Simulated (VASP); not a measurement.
Output of a VASP run:

### OSZICAR
```
       N       E                     dE             d eps       ncg     rms          rms(c)
DAV:   1     0.850535335295E+02    0.85054E+02   -0.73460E+03  3300   0.144E+03
DAV:   2    -0.964336839145E+01   -0.94697E+02   -0.92747E+02  3394   0.372E+02
DAV:   3    -0.110591843433E+02   -0.14158E+01   -0.13983E+01  3456   0.537E+01
DAV:   4    -0.110681890251E+02   -0.90047E-02   -0.90021E-02  3364   0.439E+00
DAV:   5    -0.110682877516E+02   -0.98727E-04   -0.98725E-04  3420   0.465E-01    0.213E+01
DAV:   6    -0.965836902661E+01    0.14099E+01   -0.53156E+00  3314   0.354E+01    0.265E+00
DAV:   7    -0.963308811132E+01    0.25281E-01   -0.32888E-02  3334   0.232E+00    0.116E+00
DAV:   8    -0.962383543697E+01    0.92527E-02   -0.76062E-03  3312   0.159E+00    0.121E-01
DAV:   9    -0.962383648320E+01   -0.10462E-05   -0.22142E-04  3328   0.247E-01    0.332E-02
DAV:  10    -0.962384316009E+01   -0.66769E-05   -0.10602E-05  3308   0.449E-02    0.123E-03
DAV:  11    -0.962384313598E+01    0.24107E-07   -0.78434E-08  1814   0.423E-03
   1 F= -.96238431E+01 E0= -.96235922E+01  d E =-.752912E-03
```

OUTCAR:
```
------------------------ aborting loop because EDIFF is reached ----------------------------------------
  FORCE on cell =-STRESS in cart. coord.  units (eV):
  Direction    XX          YY          ZZ          XY          YZ          ZX
  --------------------------------------------------------------------------------------
  Total        0.5037648      0.5037648      0.5037648     -0.0000000      0.0000000     -0.0000000
  in kB       64.2098352     64.2098352     64.2098352     -0.0000000      0.0000000     -0.0000000
  external PRESSURE =      64.2098352 kB  Pullay stress =       0.0000000 kB
  volume of cell :       12.57
      direct lattice vectors                 reciprocal lattice vectors
    -1.464734608  1.464734608  1.464734608     0.000000000  0.341358767  0.341358767
     1.464734608 -1.464734608  1.464734608     0.341358767  0.000000000  0.341358767
     1.464734608  1.464734608 -1.464734608     0.341358767  0.341358767  0.000000000
 POSITION                                       TOTAL-FORCE (eV/Angst)
 -----------------------------------------------------------------------------------
      0.00000      0.00000      0.00000         0.000000     -0.000000      0.000000
 -----------------------------------------------------------------------------------
    total drift:                                0.000000     -0.000000      0.000000
  FREE ENERGIE OF THE ION-ELECTRON SYSTEM (eV)
  ---------------------------------------------------
  free  energy   TOTEN  =        -9.6238431360 eV

  energy  without entropy=       -9.6230902236  energy(sigma->0) =       -9.62359217
```
(Selected blocks of OUTCAR.)

POSCAR:
```
V
1
   -1.4647346079     1.4647346079     1.4647346079
    1.4647346079    -1.4647346079     1.4647346079
    1.4647346079     1.4647346079    -1.4647346079
V
1
Direct
  0.0000000000   0.0000000000   0.0000000000
```

### Question
Reconstruct the remaining input files.

### Answer
One answer among several that fit: the input of the run itself, PBEsol GGA, plane waves, VASP's PBE PAW potentials (set 64).

INCAR:
```
EDIFF = 1E-7   ! SCF stop (eV)
ISMEAR = 1   ! Methfessel-Paxton
LREAL = .FALSE.
NELM = 100   ! most electronic steps
LCHARG = .FALSE.
LASPH = .TRUE.   ! aspherical one-centre terms
ENCUT = 520   ! plane-wave cut-off (eV)
ISIF = 2   ! forces and stress, cell fixed
LMAXMIX = 4   ! l cut-off of mixed one-centre charges
SYSTEM = V
ALGO = Normal
PREC = Accurate
GGA = PS   ! PBEsol
LWAVE = .FALSE.
SIGMA = 0.1
```

File KPOINTS:
```
Automatic mesh
0
gamma
17 17 17
0 0 0
```

POTCAR, in this order: V_sv (PBE.64 set). Program: vasp_std.

The compound is V in the bcc structure. This cell is one point of a volume scan, at 0.97 of the reference volume. The run is not spin-polarised, so no magnetic state was tried.
